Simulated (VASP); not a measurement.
These are AM05 GGA, VASP's PBE PAW potentials (set 64) (plane waves; VASP) values and carry that method's errors.

Input for VASP

**INCAR**
```
LMAXMIX  =  4   # l cut-off of mixed one-centre charges
LORBIT  =  11
NEDOS  =  601   # DOS grid
ENCUT  =  520   # plane-wave cut-off (eV)
NELM  =  100
LASPH  =  T
SYSTEM  =  Bi2Se3
ALGO  =  Normal
ISIF  =  2   # forces and stress, cell fixed
ISMEAR  =  -5   # tetrahedra, Bloechl
LWAVE  =  F
LREAL  =  F   # projection in real space or not
PREC  =  Accurate
EDIFF  =  1E-7   # SCF stop (eV)
LEFG  =  T
GGA  =  AM   # AM05
LCHARG  =  T
```

### POSCAR
```
Bi2Se3
10.1513690
  0.9790378666  -0.2036376022   0.0040745499
  0.9790378666   0.2036376022   0.0040745499
  0.9352251877   0.0000000000   0.3540535112
Bi Se
2 3
direct
  0.3981729537   0.3981729537   0.3981729537
  0.6018270463   0.6018270463   0.6018270463
  1.0000000000   1.0000000000   0.0000000000
  0.2157627199   0.2157627199   0.2157627199
  0.7842372801   0.7842372801   0.7842372801
```

### KPOINTS
```
K-points
0
gamma
  7 7 7
```

POTCAR, in this order: Bi_d Se (PBE.64 set). Program: vasp_std.

The resulting files:

### OSZICAR
```
       N       E                     dE             d eps       ncg     rms          rms(c)
DAV:   1     0.470429312846E+03    0.47043E+03   -0.23144E+04  2472   0.176E+03
DAV:   2     0.367465613169E+02   -0.43368E+03   -0.42240E+03  2588   0.439E+02
DAV:   3    -0.185851494726E+02   -0.55332E+02   -0.52688E+02  3232   0.164E+02
DAV:   4    -0.213054656048E+02   -0.27203E+01   -0.26858E+01  2800   0.355E+01
DAV:   5    -0.214280488051E+02   -0.12258E+00   -0.12237E+00  3528   0.774E+00    0.500E+00
DAV:   6    -0.206734296022E+02    0.75462E+00   -0.18780E+00  2868   0.806E+00    0.316E+00
DAV:   7    -0.206766592868E+02   -0.32297E-02   -0.41361E-01  2832   0.298E+00    0.158E+00
DAV:   8    -0.206822462027E+02   -0.55869E-02   -0.62266E-02  3276   0.140E+00    0.517E-01
DAV:   9    -0.206814689752E+02    0.77723E-03   -0.10667E-02  3140   0.627E-01    0.140E-01
DAV:  10    -0.206816913386E+02   -0.22236E-03   -0.23239E-03  2764   0.254E-01    0.574E-02
DAV:  11    -0.206817931037E+02   -0.10177E-03   -0.41257E-04  3344   0.107E-01    0.360E-02
DAV:  12    -0.206818201707E+02   -0.27067E-04   -0.84981E-05  3104   0.586E-02    0.151E-02
DAV:  13    -0.206818220150E+02   -0.18443E-05   -0.22615E-05  3052   0.376E-02    0.480E-03
DAV:  14    -0.206818228201E+02   -0.80512E-06   -0.28380E-06  2764   0.966E-03    0.148E-03
DAV:  15    -0.206818231879E+02   -0.36781E-06   -0.95660E-07  2424   0.526E-03    0.132E-03
DAV:  16    -0.206818232460E+02   -0.58120E-07   -0.79660E-08  1704   0.181E-03
   1 F= -.20681823E+02 E0= -.20681823E+02  d E =0.000000E+00
```

### OUTCAR
```
------------------------ aborting loop because EDIFF is reached ----------------------------------------
  FORCE on cell =-STRESS in cart. coord.  units (eV):
  Direction    XX          YY          ZZ          XY          YZ          ZX
  --------------------------------------------------------------------------------------
  Total        0.0443255      0.0149967      0.0154563      0.0000000      0.0000000      0.0036716
  in kB        0.4862218      0.1645041      0.1695460      0.0000000      0.0000000      0.0402748
  external PRESSURE =       0.2734240 kB  Pullay stress =       0.0000000 kB
  volume of cell :      146.06
      direct lattice vectors                 reciprocal lattice vectors
     9.938574649 -2.067200442  0.041362260     0.050868234 -0.241873013 -0.134367411
     9.938574649  2.067200442  0.041362260     0.050868234  0.241873013 -0.134367411
     9.493815978  0.000000000  3.594127838    -0.001170813  0.000000000  0.281324295
 POSITION                                       TOTAL-FORCE (eV/Angst)
 -----------------------------------------------------------------------------------
     11.69472      0.00000      1.46402        -0.003704      0.000000     -0.000464
     17.67624      0.00000      2.21283         0.003704      0.000000      0.000464
      0.00000      0.00000      0.00000        -0.000000      0.000000     -0.000000
      6.33716      0.00000      0.79333         0.014103      0.000000      0.001765
     23.03381      0.00000      2.88352        -0.014103      0.000000     -0.001765
 -----------------------------------------------------------------------------------
    total drift:                               -0.000000      0.000000      0.000000
  FREE ENERGIE OF THE ION-ELECTRON SYSTEM (eV)
  ---------------------------------------------------
  free  energy   TOTEN  =       -20.6818232460 eV

  energy  without entropy=      -20.6818232460  energy(sigma->0) =      -20.68182325

 total charge

# of ion       s       p       d       tot
------------------------------------------
    1        1.614   1.065   9.965  12.644
    2        1.614   1.065   9.965  12.644
    3        1.471   2.320   0.022   3.812
    4        1.487   2.267   0.021   3.775
    5        1.487   2.267   0.021   3.775
--------------------------------------------------
tot          7.672   8.984  19.993  36.649

 Electric field gradients after diagonalization (V/A^2)
 (convention: |V_zz| > |V_xx| > |V_yy|)
----------------------------------------------------------------------
 ion       V_xx      V_yy      V_zz     asymmetry (V_yy - V_xx)/ V_zz
----------------------------------------------------------------------
   1      -2.019    -2.018     4.037       0.000
   2      -2.019    -2.018     4.037       0.000
   3     -35.492   -35.492    70.984       0.000
   4      10.337    10.337   -20.674       0.000
   5      10.337    10.337   -20.674       0.000
```
(Selected blocks of OUTCAR.)

Without a dispersion term in the relaxation, distances and binding between the weakly bound layers, chains or molecules are unreliable, and so is what depends on them.

The compound is Bi2Se3 in the tetradymite structure. It was relaxed first.
